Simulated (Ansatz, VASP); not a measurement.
# H46C21 (amorphous polyethylene with methane at 500 K) in two plane-wave programs

Aim: how closely do two programs agree when they are given the same cell, functional and k mesh? Of the first pair: The structure shown is the start of the Ansatz relaxation below; VASP solves that cell, so the two are compared at the walk's first step.

Method: plane waves, with VASP 6.6.1 beside it; single point at PBEsol, in Ansatz 0.2.0.

## Step 1: The structure

The cell holds 134 atoms: 42 C and 92 H. Its edges and angles: a = 11.080 Å, b = 11.080 Å, c = 11.080 Å, α = 90.0°, β = 90.0°, γ = 90.0°. As first built, before any earlier steps moved the atoms (in the runner's words): 2 polyethylene chains of 9 units, 2 methane placed at random, at 0.729 g/cm^3; overlaps pushed apart, then 20 ps at 800 K with MMFF94 bonds, angles, torsions, charges and radii (Halgren, J. Comput. Chem. 17, 490 (1996)) in harmonic and 12-6 forms; charges of ions scaled by 0.8. Snapshot after 30 ps at 500 K and fixed volume.

## Step 2: Ansatz: relaxation, PBEsol

Ansatz runs on its default PAW (the set named soft_2) files.

The two programs are compared at the cell with which this relaxation starts, whose forces are those of its first step.

input.yaml

```yaml
crystal:
  lattice:
    - [11.08018, 0.0, 0.0]
    - [0.0, 11.08018, 0.0]
    - [0.0, 0.0, 11.08018]
  atoms:
    - { symbol: C, position: [0.26483, 0.32045, 0.54824] }
    - { symbol: C, position: [0.212, 0.41114, 0.62794] }
    - { symbol: C, position: [0.31646, 0.4459, 0.71336] }
    - { symbol: C, position: [0.305, 0.57969, 0.74618] }
    - { symbol: C, position: [0.35908, 0.60229, 0.8735] }
    - { symbol: C, position: [0.33652, 0.73061, 0.91105] }
    - { symbol: C, position: [0.41978, 0.77403, 0.00871] }
    - { symbol: C, position: [0.36397, 0.86484, 0.09343] }
    - { symbol: C, position: [0.44059, 0.86775, 0.20531] }
    - { symbol: C, position: [0.38278, 0.94297, 0.30487] }
    - { symbol: C, position: [0.47004, 0.94116, 0.41552] }
    - { symbol: C, position: [0.47032, 0.05523, 0.49092] }
    - { symbol: C, position: [0.55106, 0.06913, 0.60003] }
    - { symbol: C, position: [0.54602, 0.97143, 0.69052] }
    - { symbol: C, position: [0.58043, 0.02007, 0.81184] }
    - { symbol: C, position: [0.48482, 0.09931, 0.8803] }
    - { symbol: C, position: [0.53755, 0.14539, 0.99485] }
    - { symbol: C, position: [0.46257, 0.24532, 0.06081] }
    - { symbol: C, position: [0.52078, 0.26105, 0.18509] }
    - { symbol: C, position: [0.44336, 0.33828, 0.26028] }
    - { symbol: H, position: [0.30074, 0.24473, 0.59472] }
    - { symbol: H, position: [0.3386, 0.36877, 0.49131] }
    - { symbol: H, position: [0.19254, 0.29011, 0.48532] }
    - { symbol: H, position: [0.13797, 0.36886, 0.68059] }
    - { symbol: H, position: [0.18632, 0.48187, 0.57197] }
    - { symbol: H, position: [0.31787, 0.39968, 0.79912] }
    - { symbol: H, position: [0.40509, 0.43632, 0.6808] }
    - { symbol: H, position: [0.21262, 0.61445, 0.74473] }
    - { symbol: H, position: [0.35303, 0.63077, 0.67085] }
    - { symbol: H, position: [0.44919, 0.59187, 0.87921] }
[... 98 atom lines left out ...]
    - { symbol: H, position: [0.57359, 0.70035, 0.42408] }
    - { symbol: C, position: [0.68912, 0.53838, 0.15179] }
    - { symbol: H, position: [0.74451, 0.57408, 0.08036] }
    - { symbol: H, position: [0.59414, 0.53836, 0.12659] }
    - { symbol: H, position: [0.72479, 0.44686, 0.13954] }
    - { symbol: H, position: [0.70547, 0.57121, 0.23965] }
kpoints:
  mp_grid: { grid: [1, 1, 1] }
hamiltonian:
  xc: pbesol
scf:
  occupations: { method: fermi_dirac, width: 0.025 }
output:
  forces: true
relax:
  f_tol: 0.03
  max_steps: 200
  cell: {}
```

On the command line:

```sh
> ansatz run input.yaml --threads 4 --pin off --max-ram 8192MiB --backend cpu --events-out ev --progress --plain --runs-dir out
```

Numbers of over 12 decimals in the logs are rounded to 6 here.

Log:

```text
Engine: ansatz 0.2.0, x86_64-unknown-linux-gnu
Pseudopotentials: kind: paw
Pseudopotential: C, paw, valence charge 4, recommended cutoff 420 eV (normal), C.paw.azcp
Pseudopotential: H, paw, valence charge 1, recommended cutoff 420 eV (normal), H.paw.azcp
Functional definition: PBEsol
  exchange = pbesol_x
  correlation = pbesol_c
Crystal: 134 atoms, lattice volume = 1360.318 Å³
Basis set: ecut = 420 eV, 26745 PW (Γ), exchange–correlation on 150×150×150 points (8 copies of the dense FFT grid, shifted against one another)
Bands: 264, of which v1, the nominal top of the filled ones, is band 130 counted from 1 (129 counted from 0)
Symmetry: 1 space group operations
Space group: P1 (ITA 1), of the structure as read, at distance tolerance 1.1e-4 Å
k-points: 1
Non-local potential: C, projectors of the file, l = 0: 2, l = 1: 2, l = 2: 1
Non-local potential: H, projectors of the file, l = 0: 2, l = 1: 1
PAW form: soft (Blöchl's): semilocal exchange-correlation on the pseudo side does not see the compensation charge
PAW frozen core: C, regenerated for the run's functional, and the local potential with it (the file was generated under x = pbe(κ = 0.804, μ = 0.219515), c = pbe(β = 0.066725))
PAW one-centre angular grid: C, 110 points (default); XC on 64 Gauss nodes
PAW one-centre angular grid: H, 110 points (default); XC on 64 Gauss nodes
Initial density: superposition of atomic densities (neutral atoms: chi_scale 0, normalization atom), corrected by the library's trained network
Initial wavefunctions: pseudopotential atomic-orbital guess
Functional: x = pbesol(κ = 0.804, μ = 0.123457), c = pbesol(β = 0.046)
SCF iter   1: F=—  HF=-11814.737873 eV  |F-HF|=—  |Δ(HF+E_count)|=         —  Δρ=3.67e-3  dr2=2.07e-1  ethr=1.77e-3  ⟨swp⟩=6.0  Hψ=1251  notcnv=0  defer=63
preconditioner: auto → Resta (q_TF=auto, 2.071 Å⁻¹)  ε∞=2.1  [insulator: Δε(μ)=5.440 eV  Ē_g=15.238 eV  σ=0.025 eV  W_gap=1.00  n_scr=202 (ndim 8)  ℏωp=16.2 eV  f_vac=0.265  D(μ)=0.00/eV (n_scr^D=0)  ε∞_Penn≈2.1]
SCF iter   2: F=—  HF=-11814.800511 eV  |F-HF|=—  |Δ(HF+E_count)|=   6.26e-2  Δρ=1.75e-3  dr2=5.20e-2  ethr=7.95e-5  ⟨swp⟩=3.0  Hψ=440  notcnv=0  defer=128
SCF iter   3: F=—  HF=-11814.856334 eV  |F-HF|=—  |Δ(HF+E_count)|=   5.58e-2  Δρ=4.76e-4  dr2=6.13e-3  ethr=2.00e-5  ⟨swp⟩=3.0  Hψ=234  notcnv=0  defer=128
SCF iter   4: F=—  HF=-11814.863754 eV  |F-HF|=—  |Δ(HF+E_count)|=   7.42e-3  Δρ=1.41e-4  dr2=5.14e-4  ethr=2.36e-6  ⟨swp⟩=2.0  Hψ=250  notcnv=0  defer=128
SCF iter   5: F=—  HF=-11814.864452 eV  |F-HF|=—  |Δ(HF+E_count)|=   6.98e-4  Δρ=4.96e-5  dr2=4.11e-5  ethr=1.98e-7  ⟨swp⟩=2.0  Hψ=270  notcnv=0  defer=128
SCF iter   6: F=—  HF=-11814.863435 eV  |F-HF|=—  |Δ(HF+E_count)|=   1.02e-3  Δρ=1.62e-5  dr2=4.15e-6  ethr=1.58e-8  ⟨swp⟩=2.0  Hψ=396  notcnv=0  defer=128
SCF iter   7: F=—  HF=-11814.863436 eV  |F-HF|=—  |Δ(HF+E_count)|=   1.27e-6  Δρ=4.94e-6  dr2=4.20e-7  ethr=1.60e-9  ⟨swp⟩=2.0  Hψ=265  notcnv=0  defer=128
SCF iter   8: F=-11814.863436 eV  HF=-11814.863436 eV  |F-HF|=2.16e-9  |Δ(HF+E_count)|=   1.80e-7  Δρ=1.30e-6  dr2=3.66e-8  ethr=3.85e-11  ⟨swp⟩=4.0  Hψ=616  notcnv=0
SCF 1 converged in 8 iterations: F = -11814.863436 eV  dr2 = 3.66e-8
  greatest PAW one-centre occupation: 0.676 electrons in one spin orbital (limit 2), on the C atom at site 62 (counted from 0), in its partial waves of l = 0
relax step   1: F+E_penalty+E_count = -11814.86343618 eV  Δ(F+E_penalty+E_count) = +0.000e0 eV  max|allowed force component| = 6.235e0 eV/Å  Δτ_max = 0.0000 Å  P = +4.206 GPa  Ω = 1360.318 Å³  (8 SCF iters, dr2 threshold 1.00e-7 eV, accepted)
Crystal: 134 atoms, lattice volume = 1410.784 Å³
Basis set: ecut = 420 eV, 27601 PW (Γ), exchange–correlation on 150×150×150 points (8 copies of the dense FFT grid, shifted against one another)
Initial density: handed on by an earlier stage of this run
Initial wavefunctions: those handed on with the density
iter 1 solved again at ethr=1.25e-3 eV; its pass at ethr=3.10e-3 eV (dr2=3.25e0 eV) is discarded
SCF iter   1: F=—  HF=-11822.962796 eV  |F-HF|=—  |Δ(HF+E_count)|=         —  Δρ=1.93e-2  dr2=3.36e0  ethr=1.25e-3  ⟨swp⟩=7.0  Hψ=1304  notcnv=0
preconditioner: auto → Resta (q_TF=auto, 2.058 Å⁻¹)  ε∞=2.1  [insulator: Δε(μ)=5.835 eV  Ē_g=14.963 eV  σ=0.025 eV  W_gap=1.00  n_scr=202 (ndim 8)  ℏωp=15.9 eV  f_vac=0.303  D(μ)=0.00/eV (n_scr^D=0)  ε∞_Penn≈2.1]
SCF iter   2: F=—  HF=-11822.160615 eV  |F-HF|=—  |Δ(HF+E_count)|=   8.02e-1  Δρ=8.48e-3  dr2=4.50e-1  ethr=1.25e-3  ⟨swp⟩=2.0  Hψ=354  notcnv=0  defer=128
SCF iter   3: F=—  HF=-11822.099133 eV  |F-HF|=—  |Δ(HF+E_count)|=   6.15e-2  Δρ=2.28e-3  dr2=4.22e-2  ethr=1.73e-4  ⟨swp⟩=2.0  Hψ=250  notcnv=0  defer=128
SCF iter   4: F=—  HF=-11822.098762 eV  |F-HF|=—  |Δ(HF+E_count)|=   3.71e-4  Δρ=3.88e-4  dr2=2.29e-3  ethr=1.62e-5  ⟨swp⟩=2.0  Hψ=272  notcnv=0  defer=128
[...]
- { symbol: H, position: [0.197152, 0.598763, 0.759596] }
    - { symbol: H, position: [0.315693, 0.646327, 0.674689] }
    - { symbol: H, position: [0.457903, 0.575098, 0.833462] }
    - { symbol: H, position: [0.340264, 0.524310, 0.917253] }
    - { symbol: H, position: [0.373385, 0.778565, 0.846592] }
    - { symbol: H, position: [0.253258, 0.727687, 0.927060] }
    - { symbol: H, position: [0.392859, 0.649562, 0.085794] }
    - { symbol: H, position: [0.512051, 0.705111, 1.007722] }
    - { symbol: H, position: [0.423911, 0.906618, 0.026400] }
    - { symbol: H, position: [0.301119, 0.850685, 0.098449] }
    - { symbol: H, position: [0.556222, 0.834447, 0.190960] }
    - { symbol: H, position: [0.437955, 0.766954, 0.259601] }
    - { symbol: H, position: [0.450027, 0.028846, 0.213986] }
    - { symbol: H, position: [0.332878, 0.959602, 0.282711] }
    - { symbol: H, position: [0.587469, 0.959210, 0.376421] }
    - { symbol: H, position: [0.473022, 0.883835, 0.443232] }
    - { symbol: H, position: [0.357729, 0.070689, 0.469444] }
    - { symbol: H, position: [0.468166, 0.146496, 0.396997] }
    - { symbol: H, position: [0.612360, 0.090593, 0.558297] }
    - { symbol: H, position: [0.488253, 0.171183, 0.608467] }
    - { symbol: H, position: [0.537613, 0.909537, 0.636663] }
    - { symbol: H, position: [0.400102, 0.976919, 0.669322] }
    - { symbol: H, position: [0.548577, 0.942989, 0.844111] }
    - { symbol: H, position: [0.631012, 0.053615, 0.780727] }
[...]
- { symbol: C, position: [0.079138, 0.751054, 0.170172] }
    - { symbol: C, position: [0.984559, 0.727979, 0.260226] }
    - { symbol: C, position: [0.019555, 0.759122, 0.385608] }
    - { symbol: C, position: [0.922988, 0.738848, 0.474655] }
    - { symbol: C, position: [0.957817, 0.758649, 0.602982] }
    - { symbol: C, position: [0.987640, 0.882669, 0.630587] }
    - { symbol: C, position: [0.00573029, 0.903328, 0.761931] }
    - { symbol: C, position: [1.033057, 0.028051, 0.789057] }
    - { symbol: C, position: [0.045954, 0.054655, 0.920063] }
    - { symbol: C, position: [0.934516, 0.038901, 0.990888] }
    - { symbol: C, position: [0.941031, 0.085605, 0.115723] }
    - { symbol: C, position: [0.831716, 0.062190, 0.187252] }
    - { symbol: C, position: [0.831926, 0.110726, 0.311815] }
    - { symbol: C, position: [0.821248, 0.242480, 0.315488] }
    - { symbol: C, position: [0.802617, 0.290718, 0.438915] }
    - { symbol: C, position: [0.909229, 0.274936, 0.521050] }
    - { symbol: C, position: [0.886812, 0.312030, 0.647826] }
    - { symbol: C, position: [0.853798, 0.440019, 0.661439] }
    - { symbol: C, position: [0.842171, 0.477536, 0.789573] }
    - { symbol: C, position: [0.742730, 0.421278, 0.855129] }
[...]
- { symbol: C, position: [0.563710, 0.613517, 0.524788] }
    - { symbol: H, position: [0.578658, 0.523925, 0.495950] }
    - { symbol: H, position: [0.492201, 0.655249, 0.471551] }
    - { symbol: H, position: [0.539477, 0.613619, 0.618558] }
    - { symbol: H, position: [0.644508, 0.661220, 0.512907] }
    - { symbol: C, position: [0.702876, 0.564121, 0.196962] }
    - { symbol: H, position: [0.744015, 0.611117, 0.124289] }
    - { symbol: H, position: [0.611248, 0.547636, 0.173223] }
    - { symbol: H, position: [0.751607, 0.481454, 0.213435] }
    - { symbol: H, position: [0.704787, 0.616576, 0.277056] }
```

## Step 3: VASP: single point, PBEsol, start cell, pair 1

The same cell, functional, mesh and smearing now go to VASP, with its own data sets.

Lines of VASP's logs that name or quote its potential files are left out, and so is its time.

INCAR

```
SYSTEM = H46C21
PREC = Accurate
ENCUT = 520
EDIFF = 1E-06
NELM = 120
ISMEAR = -1
SIGMA = 0.025
LREAL = Auto
ALGO = Normal
GGA = PS
NBANDS = 223
LORBIT = 11
LWAVE = .FALSE.
LCHARG = .FALSE.
ISIF = 2
LASPH = .TRUE.
GGA_COMPAT = .FALSE.
EFERMI = MIDGAP
```

POSCAR

```
H46C21
1.0
   11.0801800000      0.0000000000      0.0000000000
    0.0000000000     11.0801800000      0.0000000000
    0.0000000000      0.0000000000     11.0801800000
C H
42 92
Direct
    0.2648332428      0.3204460577      0.5482401910
    0.2120001661      0.4111395302      0.6279410623
    0.3164569529      0.4459043084      0.7133638623
    0.3050040703      0.5796927487      0.7461792137
    0.3590826142      0.6022916595      0.8734966399
    0.3365198038      0.7306108746      0.9110501815
    0.4197765740      0.7740307468      0.0087092448
    0.3639742315      0.8648415459      0.0934280851
    0.4405885103      0.8677476359      0.2053125491
    0.3827825902      0.9429720456      0.3048686935
    0.4700374904      0.9411579956      0.4155167154
    0.4703172692      0.0552337597      0.4909216276
    0.5510560298      0.0691324509      0.6000263534
    0.5460200105      0.9714282620      0.6905212731
    0.5804328089      0.0200718761      0.8118369918
    0.4848206437      0.0993124660      0.8803015835
    0.5375544441      0.1453857248      0.9948484591
    0.4625737127      0.2453209244      0.0608112865
    0.5207767383      0.2610517158      0.1850872459
    0.4433592234      0.3382797030      0.2602755551
    0.0346113511      0.6729222810      0.1404760572
    0.9533058127      0.6718843918      0.2510338280
    0.0121297668      0.7080480642      0.3707159992
    0.9126025028      0.7461160378      0.4546406286
    0.9624482635      0.7693015817      0.5844309388
    0.9558328475      0.8991460428      0.6046020913
    0.0038086024      0.9209868432      0.7298076385
    0.9962834539      0.0490064241      0.7578486992
    0.0408116114      0.0914515829      0.8807438146
    0.9550025361      0.0417592494      0.9848215462
[... 98 atom lines left out ...]
    0.5451987242      0.6113709344      0.5570757876
    0.5735917648      0.7003496333      0.4240815582
    0.7445095657      0.5740791215      0.0803597053
    0.5941419724      0.5383576801      0.1265863912
    0.7247896695      0.4468609716      0.1395374443
    0.7054668787      0.5712091320      0.2396531464
```

KPOINTS

```
Automatic mesh
0
Gamma
1 1 1
0 0 0
```

The projector-augmented-wave data sets are C and H (PBE family, release 64).

On the command line:

```sh
> export OMP_NUM_THREADS=3
> mpirun -np 1 vasp_gam
```

Log:

```text
[banner, memory and clock lines left out]
running    1 mpi-ranks, on    1 nodes
[...]
Offloading initialized ...    1 GPUs detected
[...]
|                                                                             |
|               ----> ADVICE to this user running VASP <----                  |
|                                                                             |
|     You enforced a specific xc type in the INCAR file but a different       |
|     [... a line on the potential file left out ...]
|     I HOPE YOU KNOW WHAT YOU ARE DOING!                                     |
|                                                                             |

 LDA part: xc-table for (Slater+PW92), standard interpolation
 POSCAR, INCAR and KPOINTS ok, starting setup
[...]
entering main loop
       N       E                     dE             d eps       ncg     rms          rms(c)
DAV:   1     0.157675725182E+04    0.15768E+04   -0.12320E+05   454   0.103E+03
DAV:   2    -0.574837584385E+03   -0.21516E+04   -0.20296E+04   573   0.239E+02
DAV:   3    -0.798696663977E+03   -0.22386E+03   -0.22211E+03   580   0.781E+01
DAV:   4    -0.805019184329E+03   -0.63225E+01   -0.63056E+01   572   0.152E+01
[...]
DAV:  17    -0.722426797266E+03   -0.40416E-05   -0.36637E-05   580   0.200E-02    0.584E-03
DAV:  18    -0.722426797743E+03   -0.47700E-06   -0.17282E-05   564   0.975E-03    0.478E-03
DAV:  19    -0.722426797329E+03    0.41363E-06   -0.17938E-06   452   0.346E-03
   1 F= -.72242680E+03 E0= -.72242680E+03  d E =0.000000E+00
```

From OUTCAR (step 3):

```text
  FREE ENERGIE OF THE ION-ELECTRON SYSTEM (eV)
  ---------------------------------------------------
  free  energy   TOTEN  =      -722.4267973290 eV

  energy  without entropy=     -722.4267973290  energy(sigma->0) =     -722.42679733
```

The run ends at a pressure of 4.26 GPa, with forces up to 6.5 eV/Å.

## Step 4: Side by side

Known differences besides the potentials themselves: the cutoff is 420 eV in Ansatz and 520 eV in VASP (PREC = Accurate, projectors in real space); Ansatz makes its cores anew for this functional, VASP keeps those of its PBE data sets. Total energies have different zeros and are not compared.

Forces on 9 of the 134 atoms, those with the largest forces and the largest differences (eV/Å; atoms numbered as in POSCAR):

```
atom          Ansatz x, y, z            VASP x, y, z
 C17    0.723, 4.124, -1.587    0.731, 4.122, -1.570
 C25  -1.329, -0.323, -2.051  -1.330, -0.364, -2.050
 C27    2.624, 1.569, -2.710    2.631, 1.538, -2.682
 C37   -0.251, 4.109, -1.273   -0.277, 4.116, -1.254
 C38   -1.183, -6.236, 1.481   -1.163, -6.252, 1.457
 H52   4.057, -0.732, -0.372   4.084, -0.736, -0.370
 H66    -1.407, 0.030, 0.215    -1.444, 0.039, 0.226
 H99   -2.490, -2.953, 3.210   -2.503, -2.962, 3.222
H120    2.021, 3.314, -2.437    2.025, 3.328, -2.449
```

The forces differ by 18 meV/Å r.m.s., which is 1.4 % of the r.m.s. force of 1.256 eV/Å (both taken over all components).

[end of part 1 of 2]

[Lines on the potential files, build, host, timing and source positions are cut from VASP's logs without a mark.]

[Logs are printed without paths, hosts, clocks, repeated set-up lines and the standing remarks that a program may print on its own settings, such as how far it seeks lower states.]

[Hosts, paths, dates, database ids (printed as entryN), source tags and the programs' standing remarks are cut or masked in the printed files.]

[The MMFF94 radii named for the starting cell were scaled by 0.96; in molecules described by MMFF94, hydrogen bound to N, O or S took a small fixed 12-6 site in their place.]
